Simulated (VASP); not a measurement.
# Lu3Si (Pm-3m) in VASP: a series of runs

One crystal, Lu3Si, is run at these levels: PBE; tasks: single point.

Everything below comes from runs of VASP 6.6.1. Logs are shortened: lines on timing, memory, paths and dates and some standing lists are left out, and cuts for length are marked.

**1. The structure**

Symmetry: Pm-3m, No. 221, cubic system. Conventional cell: a = 4.541 Å, b = 4.541 Å, c = 4.541 Å, α = 90.00°, β = 90.00°, γ = 90.00°. Around Lu (site symmetry 4/mmm) lie 8 Lu at 3.21 Å and 4 Si at 3.21 Å. Si (site symmetry m-3m) is surrounded by 12 Lu at 3.21 Å.

The cell comes from a database or a generator and needn't be the stable form of this composition.

**2. Single point, PBE**

INCAR

```
PREC = Accurate
ENCUT = 520
EDIFF = 1E-7
ISMEAR = 0
SIGMA = 0.05
LREAL = False
LASPH = True
NELM = 100
ALGO = Fast
ISIF = 2
LWAVE = False
LCHARG = False
GGA = PE
NBANDS = 48
```

KPOINTS

```
Automatic mesh
0
Gamma
  5 5 5
  0.5 0.5 0.5
```

POSCAR

```
Lu3Si
1.0
    4.5414190000      0.0000000000      0.0000000000
    0.0000000000      4.5414190000      0.0000000000
    0.0000000000      0.0000000000      4.5414190000
Lu Si
3 1
Direct
    0.0000000000      0.5000000000      0.5000000000
    0.5000000000      0.0000000000      0.5000000000
    0.5000000000      0.5000000000      0.0000000000
    0.0000000000      0.0000000000      0.0000000000
```

Potentials or basis: VASP PAW PBE potentials, release 64 (Lu, Si).

On the command line:

```console
$ cat potpaw_PBE.64/Lu/POTCAR potpaw_PBE.64/Si/POTCAR > POTCAR
$ mpirun -np 1 vasp_std > vasp.out
```

OUTCAR:

```text
PREC = Accurate
   ENCUT = 520
   EDIFF = 1E-7
   ISMEAR = 0
   LREAL = False
   LASPH = True
   NELM = 100
   ISIF = 2
   GGA = PE

 ion  position               nearest neighbor table
   1  0.000  0.500  0.500-   2 3.21   3 3.21   4 3.21   3 3.21   4 3.21   2 3.21   4 3.21   4 3.21
                             2 3.21   3 3.21   3 3.21   2 3.21
   2  0.500  0.000  0.500-   1 3.21   3 3.21   4 3.21   3 3.21   4 3.21   1 3.21   3 3.21   3 3.21
                             1 3.21   4 3.21   4 3.21   1 3.21
   3  0.500  0.500  0.000-   1 3.21   2 3.21   4 3.21   1 3.21   2 3.21   2 3.21   4 3.21   2 3.21
                             1 3.21   4 3.21   1 3.21   4 3.21
   4  0.000  0.000  0.000-   1 3.21   2 3.21   3 3.21   1 3.21   2 3.21   1 3.21   3 3.21   1 3.21
                             2 3.21   3 3.21   2 3.21   3 3.21

  LATTYP: Found a simple cubic cell.
 ALAT       =     4.5414190000

  Lattice vectors:

 A1 = (   4.5414190000,   0.0000000000,   0.0000000000)
 A2 = (   0.0000000000,   4.5414190000,   0.0000000000)
 A3 = (   0.0000000000,   0.0000000000,   4.5414190000)

Analysis of symmetry for initial positions (statically):
=====================================================================
 Subroutine PRICEL returns:
 Original cell was already a primitive cell.

 Routine SETGRP: Setting up the symmetry group for a
 simple cubic supercell.

 Subroutine GETGRP returns: Found 48 space group operations
 (whereof 48 operations were pure point group operations)
 out of a pool of 48 trial point group operations.

The static configuration has the point symmetry O_h .

Analysis of symmetry for dynamics (positions and initial velocities):
=====================================================================
 Subroutine PRICEL returns:
 Original cell was already a primitive cell.

 Routine SETGRP: Setting up the symmetry group for a
 simple cubic supercell.

 Subroutine GETGRP returns: Found 48 space group operations
 (whereof 48 operations were pure point group operations)
 out of a pool of 48 trial point group operations.

The dynamic configuration has the point symmetry O_h .

 Subroutine INISYM returns: Found 48 space group operations
 (whereof 48 operations are pure point group operations),
 and found     1 'primitive' translations

----------------------------------------------------------------------------------------

                                     Primitive cell

  volume of cell :      93.6644

  direct lattice vectors                    reciprocal lattice vectors
     4.541419000  0.000000000  0.000000000     0.220195494  0.000000000  0.000000000
     0.000000000  4.541419000  0.000000000     0.000000000  0.220195494  0.000000000
     0.000000000  0.000000000  4.541419000     0.000000000  0.000000000  0.220195494

  length of vectors
     4.541419000  4.541419000  4.541419000     0.220195494  0.220195494  0.220195494

  position of ions in fractional coordinates (direct lattice)
     0.000000000  0.500000000  0.500000000
     0.500000000  0.000000000  0.500000000
     0.500000000  0.500000000  0.000000000
     0.000000000  0.000000000  0.000000000

  ion indices of the primitive-cell ions
   primitive index   ion index
                 1           1
                 2           2
                 3           3
                 4           4

----------------------------------------------------------------------------------------

 KPOINTS: Automatic mesh

Automatic generation of k-mesh.
 Grid dimensions read from file:
 generate k-points for:    5    5    5

 Generating k-lattice:

  Cartesian coordinates                     Fractional coordinates (reciprocal lattice)
     0.044039099  0.000000000  0.000000000     0.200000000  0.000000000  0.000000000
     0.000000000  0.044039099  0.000000000     0.000000000  0.200000000  0.000000000
     0.000000000  0.000000000  0.044039099     0.000000000  0.000000000  0.200000000

  Length of vectors
     0.044039099  0.044039099  0.044039099

  Shift w.r.t. Gamma in fractional coordinates (k-lattice)
     0.500000000  0.500000000  0.500000000

 Subroutine IBZKPT returns following result:
 ===========================================

 Found     10 irreducible k-points:

 Following reciprocal coordinates:
            Coordinates               Weight
  0.100000  0.100000  0.100000      8.000000
  0.300000  0.100000  0.100000     24.000000
  0.500000  0.100000  0.100000     12.000000
  0.300000  0.300000  0.100000     24.000000
  0.500000  0.300000  0.100000     24.000000
  0.500000  0.500000  0.100000      6.000000
  0.300000  0.300000  0.300000      8.000000
  0.500000  0.300000  0.300000     12.000000
  0.500000  0.500000  0.300000      6.000000
  0.500000  0.500000  0.500000      1.000000
   k-points           NKPTS =     10   k-points in BZ     NKDIM =     10   number of bands    NBANDS=     48
   number of dos      NEDOS =    301   number of ions     NIONS =      4
   total plane-waves  NPLWV =  46656
   dimension x,y,z NGX =    36 NGY =   36 NGZ =   36
   dimension x,y,z NGXF=    72 NGYF=   72 NGZF=   72
   ions per type =               3   1
   NGX,Y,Z   is equivalent  to a cutoff of  13.18, 13.18, 13.18 a.u.
   NGXF,Y,Z  is equivalent  to a cutoff of  26.36, 26.36, 26.36 a.u.
 SYSTEM =  unknown system
   PREC   = accura    normal or accurate (medium, high low for compatibility)
   ISTART =      0    job   : 0-new  1-cont  2-samecut
   ICHARG =      2    charge: 1-file 2-atom 10-const
   ISPIN  =      1    spin polarized calculation?
   LNONCOLLINEAR =      F non collinear calculations
   LSORBIT =      F    spin-orbit coupling
   LASPH  =      T    aspherical Exc in radial PAW
   ENCUT  =  520.0 eV  38.22 Ry    6.18 a.u.   8.44  8.44  8.44*2*pi/ulx,y,z
   NELM   =    100;   NELMIN=  2; NELMDL= -5     # of ELM steps
   EDIFF  = 0.1E-06   stopping-criterion for ELM
   LREAL  =      F    real-space projection
   EDIFFG = 0.1E-05   stopping-criterion for IOM
   NSW    =      0    number of steps for IOM
   IBRION =     -1    ionic relax: 0-MD 1-quasi-New 2-CG
   NFREE  =      0    steps in history (QN), initial steepest desc. (CG)
   ISIF   =      2    stress and relaxation
   ISYM   =      2    0-nonsym 1-usesym 2-fastsym
   POTIM  = 0.5000    time-step for ionic-motion
   TEBEG  =    0.0;   TEEND  =   0.0 temperature during run
   PSTRESS=    0.0 pullay stress
   NELECT =      79.0000    total number of electrons
   NUPDOWN=      -1.0000    fix difference up-down
   EMIN   =  10.00;   EMAX   =-10.00  energy-range for DOS
   EFERMI =   0.00;   METHOD = LEGACY
   ISMEAR =     0;   SIGMA  =   0.05  broadening in eV -4-tet -1-fermi 0-gaus
   EFERMI_NEDOS =   21; number of points for ismear=-14 and -15
   IALGO  =     68    algorithm
   IMIX   =      4    mixing-type and parameters
     AMIX     =   0.40;   BMIX     =  1.00
     AMIX_MAG =   1.60;   BMIX_MAG =  1.00
  volume/ion in A,a.u.               =      23.42       158.02
  Fermi-wavevector in a.u.,A,eV,Ry     =   1.546770  2.922971 32.551886  2.392496
  Thomas-Fermi vector in A             =   2.651958
   LORBIT       =      0    0 simple, 1 ext, 2 COOP (PROOUT), +10 PAW based schemes
   GGA     = PE    functional components
   LHFCALC =     F    Hartree Fock is set to
   AEXX    =    0.0000 exact exchange contribution
   IVDW    =     0    specifies the selected vdW correction
   LEPSILON=     F    determine dielectric tensor
   LRPA    =     F    only Hartree local field effects (RPA)
 non-spin polarized calculation
 RMM-DIIS sequential band-by-band and
 Gauss-broadening in eV      SIGMA  =   0.05
  energy-cutoff  :      520.00
  volume of cell :       93.66
 maximum number of plane-waves:      2534
 NGX is ok and might be reduce to    36
   NGX = 17   NGY = 17   NGZ = 17

 number of electron      79.0000036 magnetization

 Free energy of the ion-electron system (eV)
  ---------------------------------------------------
  ext. energy  EPLUGINS =         0.00000000
  ---------------------------------------------------
  free energy    TOTEN  =       -19.92130050 eV

  energy without entropy =      -19.91535711  energy(sigma->0) =      -19.91832880

 E-fermi :   3.9070     XC(G=0): -11.1576

 val. band max:        3.8917806629   @ k =   0.5000   0.5000   0.1000
 cond. band min:       3.9161494517   @ k =   0.5000   0.1000   0.1000
 fundamental gap:      0.0243687888
 Fermi energy:         3.9070314178

 k-point     1 :       0.1000    0.1000    0.1000
  band No.  band energies     occupation
      1     -52.3685      2.00000
      2     -52.2978      2.00000
      3     -52.2978      2.00000
      4     -23.3766      2.00000
      5     -23.3200      2.00000
      6     -23.3200      2.00000
[... 40 lines left out ...]
     47       7.5174      0.00000
     48       8.9320      0.00000

 k-point     2 :       0.3000    0.1000    0.1000
  band No.  band energies     occupation
      1     -52.3568      2.00000
      2     -52.3093      2.00000
      3     -52.2977      2.00000
      4     -23.3442      2.00000
      5     -23.2597      2.00000
      6     -23.2094      2.00000
[... 40 lines left out ...]
     47       7.6747      0.00000
     48       8.0519      0.00000

 k-point     3 :       0.5000    0.1000    0.1000
  band No.  band energies     occupation
      1     -52.3448      2.00000
      2     -52.3213      2.00000
      3     -52.2976      2.00000
      4     -23.2823      2.00000
      5     -23.1977      2.00000
      6     -23.1628      2.00000
[... 40 lines left out ...]
     47       7.1992      0.00000
     48       7.6127      0.00000

 k-point     4 :       0.3000    0.3000    0.1000
  band No.  band energies     occupation
      1     -52.3468      2.00000
      2     -52.3122      2.00000
      3     -52.3046      2.00000
      4     -23.3693      2.00000
      5     -23.2193      2.00000
      6     -23.1436      2.00000
[... 244 lines left out ...]
     47       7.4820      0.00000
     48       7.7673      0.00000

 k-point     9 :       0.5000    0.5000    0.3000
  band No.  band energies     occupation
      1     -52.3210      2.00000
      2     -52.3210      2.00000
      3     -52.3210      2.00000
      4     -23.5140      2.00000
      5     -23.3255      2.00000
      6     -23.2690      2.00000
[... 40 lines left out ...]
     47       7.1537      0.00000
     48       7.5348      0.00000

 k-point    10 :       0.5000    0.5000    0.5000
  band No.  band energies     occupation
      1     -52.3210      2.00000
      2     -52.3210      2.00000
      3     -52.3210      2.00000
      4     -23.5830      2.00000
      5     -23.3242      2.00000
      6     -23.3242      2.00000
[... 40 lines left out ...]
     47       6.8866      0.00000
     48       7.3672      0.00000

------------------------ aborting loop because EDIFF is reached ----------------------------------------

  FORCE on cell =-STRESS in cart. coord.  units (eV):
  Direction    XX          YY          ZZ          XY          YZ          ZX
  --------------------------------------------------------------------------------------
  -------------------------------------------------------------------------------------
  Total       -0.4159747     -0.4159747     -0.4159747     -0.0000000      0.0000000     -0.0000000
  in kB       -7.1154573     -7.1154573     -7.1154573     -0.0000000      0.0000000     -0.0000000
  external PRESSURE =      -7.1154573 kB  Pullay stress =       0.0000000 kB

 VOLUME and BASIS-vectors are now :
 -----------------------------------------------------------------------------
  energy-cutoff  :      520.00
  volume of cell :       93.66
      direct lattice vectors                 reciprocal lattice vectors
     4.541419000  0.000000000  0.000000000     0.220195494  0.000000000  0.000000000
     0.000000000  4.541419000  0.000000000     0.000000000  0.220195494  0.000000000
     0.000000000  0.000000000  4.541419000     0.000000000  0.000000000  0.220195494

 POSITION                                       TOTAL-FORCE (eV/Angst)
 -----------------------------------------------------------------------------------
      0.00000      2.27071      2.27071         0.000000      0.000000      0.000000
      2.27071      0.00000      2.27071         0.000000      0.000000      0.000000
      2.27071      2.27071      0.00000         0.000000      0.000000      0.000000
      0.00000      0.00000      0.00000         0.000000      0.000000      0.000000
 -----------------------------------------------------------------------------------
    total drift:                                0.000000      0.000000      0.000000

  FREE ENERGIE OF THE ION-ELECTRON SYSTEM (eV)
  ---------------------------------------------------
  free  energy   TOTEN  =       -19.9213005030 eV

  energy  without entropy=      -19.9153571066  energy(sigma->0) =      -19.91832880
```

Wall time 1.8 min (1 thread of Intel Xeon 6975P-C (Granite Rapids), shared host); peak memory 0.23 GiB.

Results:

* Free energy: -19.9213 eV
* Pressure: -0.7 GPa
* Band gap on the k mesh: none (metal or under the smearing width)

Spin-orbit coupling is left out, which matters for the levels of Lu.

**3. Single point, PBE**

INCAR

```
SYSTEM = Lu3Si
ALGO = Fast ; EDIFF = 1E-6
ENCUT = 520 ; GGA = PE
ISIF = 2 ; ISMEAR = 0
LASPH = .True. ; LCHARG = .True.
LELF = .True. ; LREAL = .False.
LVHAR = .True. ; LWAVE = .False.
NBANDS = 48 ; NELM = 100
PREC = Accurate ; SIGMA = 0.2
```

KPOINTS is that of step 2.

POSCAR is that of step 2.

Potentials or basis: VASP PAW PBE potentials, release 64 (Lu, Si).

On the command line:

```console
$ cat potpaw_PBE.64/Lu/POTCAR potpaw_PBE.64/Si/POTCAR > POTCAR
$ mpirun -np 1 vasp_std > vasp.out
```

Run time: 86 s. Hardware: 1 thread of Intel Xeon 6975P-C (Granite Rapids), shared host; peak memory 0.23 GiB.

The run converged. Its results:

| Item | Value |
| --- | --- |
| Free energy | -19.9521 eV |
| Pressure | -3.6 GPa |
| Band gap on the k mesh | none (metal or under the smearing width) |

Levels at points of the mesh, in eV from the Fermi level:
```csv
k point,band 38,band 39,band 40,band 41,band 42,band 43
"(0.50, 0.50, 0.50)",-1.98,-1.98,-1.98,0.94,1.99,1.99
```

The run has no spin-orbit coupling, so splittings on Lu are missing.

[end of part 1 of 2]
